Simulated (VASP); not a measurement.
Given:

```xyz
2
Lattice="1.8163 -3.1458 0.0000 1.8163 3.1458 0.0000 0.0000 0.0000 5.6778" Properties=species:S:1:pos:R:3 pbc="T T T"
Lu     1.8163     1.0486     1.4194
Lu     1.8163    -1.0486     4.2583
```

Level of theory: RPBE GGA, VASP's PBE PAW potentials (set 64) (plane waves; VASP). Numerical set-up: 520 eV cut-off, 12×12×7 Γ-centred mesh, first-order Methfessel-Paxton smearing of 0.10 eV, potentials Lu_3.

**Question.** Give the stress tensor in GPa (positive for a compressed cell).

**Answer.** 
```
-2.20   0.00   0.00
 0.00  -2.20   0.00
 0.00   0.00  -2.24
```
The pressure is its mean diagonal, -2.22 GPa.

The compound is Lu in the hcp structure. This cell is one point of a volume scan, at 1.06 of the reference volume.
